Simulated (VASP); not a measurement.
These are optB88-vdW, VASP's PBE PAW potentials (set 64) (plane waves; VASP) values and carry that method's errors.

The input files of a VASP run:

File POSCAR:
```
ZnSe
1
    0.0000000000     2.8043550025     2.8043550025
    2.8043550025     0.0000000000     2.8043550025
    2.8043550025     2.8043550025     0.0000000000
Zn Se
1 1
Direct
  1.0000000000   0.0000000000   0.0000000000
  0.2500000000   0.2500000000   0.2500000000
```

INCAR:
```
SYSTEM = ZnSe
PREC = Accurate
ENCUT = 520
EDIFF = 1E-7
NELM = 100
ALGO = Normal
LREAL = .FALSE.
LASPH = .TRUE.
ISMEAR = 0
SIGMA = 0.05
GGA = BO
PARAM1 = 0.1833333333
PARAM2 = 0.22
LUSE_VDW = .TRUE.
AGGAC = 0.0
LMAXMIX = 4
LWAVE = .FALSE.
LCHARG = .FALSE.
ISIF = 2
```

### KPOINTS
```
Automatic mesh
0
Gamma
8 8 8
0 0 0
```

POTCAR, in this order: Zn Se (PBE.64 set). Program: vasp_std.

The run wrote:

**OSZICAR**
```
       N       E                     dE             d eps       ncg     rms          rms(c)
DAV:   1     0.948285211067E+02    0.94829E+02   -0.91656E+03   754   0.162E+03
DAV:   2     0.464851996609E+01   -0.90180E+02   -0.86422E+02   799   0.285E+02
DAV:   3    -0.141820286201E+01   -0.60667E+01   -0.60368E+01   949   0.734E+01
DAV:   4    -0.147595874434E+01   -0.57756E-01   -0.57744E-01   804   0.747E+00
DAV:   5    -0.147628194059E+01   -0.32320E-03   -0.32319E-03   914   0.539E-01    0.510E+00
DAV:   6    -0.119647990896E+01    0.27980E+00   -0.64438E-01  1130   0.266E+01    0.372E+00
DAV:   7    -0.117660343314E+01    0.19876E-01   -0.19546E-01   799   0.429E+00    0.153E+00
DAV:   8    -0.117656623734E+01    0.37196E-04   -0.39274E-03   944   0.680E-01    0.500E-01
DAV:   9    -0.117658001697E+01   -0.13780E-04   -0.10203E-03   774   0.304E-01    0.610E-02
DAV:  10    -0.117661425218E+01   -0.34235E-04   -0.59785E-05   854   0.654E-02    0.183E-02
DAV:  11    -0.117662056424E+01   -0.63121E-05   -0.10791E-05   804   0.301E-02    0.346E-03
DAV:  12    -0.117662088074E+01   -0.31651E-06   -0.47468E-07   889   0.104E-02    0.210E-03
DAV:  13    -0.117662077800E+01    0.10274E-06   -0.73150E-08   577   0.388E-03    0.285E-04
DAV:  14    -0.117662079208E+01   -0.14076E-07   -0.59365E-09   417   0.165E-03
   1 F= -.11766208E+01 E0= -.11766208E+01  d E =-.940075E-14
```

File OUTCAR:
```
------------------------ aborting loop because EDIFF is reached ----------------------------------------
  FORCE on cell =-STRESS in cart. coord.  units (eV):
  Direction    XX          YY          ZZ          XY          YZ          ZX
  --------------------------------------------------------------------------------------
  Total        1.1565799      1.1565799      1.1565799      0.0000000     -0.0000000     -0.0000000
  in kB       42.0104436     42.0104436     42.0104436      0.0000000     -0.0000000     -0.0000000
  external PRESSURE =      42.0104436 kB  Pullay stress =       0.0000000 kB
  volume of cell :       44.11
      direct lattice vectors                 reciprocal lattice vectors
     0.000000000  2.804355002  2.804355002    -0.178294117  0.178294117  0.178294117
     2.804355002  0.000000000  2.804355002     0.178294117 -0.178294117  0.178294117
     2.804355002  2.804355002  0.000000000     0.178294117  0.178294117 -0.178294117
  FREE ENERGIE OF THE ION-ELECTRON SYSTEM (eV)
  ---------------------------------------------------
  free  energy   TOTEN  =        -1.1766207921 eV

  energy  without entropy=       -1.1766207921  energy(sigma->0) =       -1.17662079
```
(Selected blocks of OUTCAR.)

### OUTCAR
```
 val. band max:        1.7406528970   @ k =   0.0000   0.0000   0.0000

 cond. band min:       3.0590848824   @ k =   0.0000   0.0000   0.0000


 Fermi energy:         1.9835011263

 k-point     1 :       0.0000    0.0000    0.0000
  band No.  band energies     occupation
      1     -11.7414      2.00000
      2      -5.0393      2.00000
      3      -5.0392      2.00000
      4      -5.0392      2.00000
      5      -4.6570      2.00000
      6      -4.6570      2.00000
      7       1.7407      2.00000
      8       1.7407      2.00000
      9       1.7407      2.00000
     10       3.0591      0.00000
     11       7.5417      0.00000
     12       7.5417      0.00000
     13       7.5417      0.00000

 k-point     2 :       0.1250    0.0000    0.0000
  band No.  band energies     occupation
      1     -11.6354      2.00000
      2      -5.0325      2.00000
      3      -5.0227      2.00000
      4      -5.0227      2.00000
      5      -4.6585      2.00000
      6      -4.6585      2.00000
      7       0.3806      2.00000
      8       1.5809      2.00000
      9       1.5809      2.00000
     10       4.0579      0.00000
     11       7.5001      0.00000
     12       7.8034      0.00000
     13       7.8034      0.00000

 k-point     3 :       0.2500    0.0000    0.0000
  band No.  band energies     occupation
      1     -11.3594      2.00000
      2      -4.9863      2.00000
      3      -4.9863      2.00000
      4      -4.9762      2.00000
      5      -4.6570      2.00000
      6      -4.6570      2.00000
      7      -1.4087      2.00000
      8       1.2412      2.00000
      9       1.2412      2.00000
     10       4.5049      0.00000
     11       8.1875      0.00000
     12       8.1875      0.00000
     13       8.3794      0.00000

 k-point     4 :       0.3750    0.0000    0.0000
  band No.  band energies     occupation
      1     -11.0482      2.00000
      2      -4.9574      2.00000
      3      -4.9574      2.00000
...
```

The compound is ZnSe in the zinc blende structure. This cell is one point of a volume scan, at 0.94 of the reference volume.
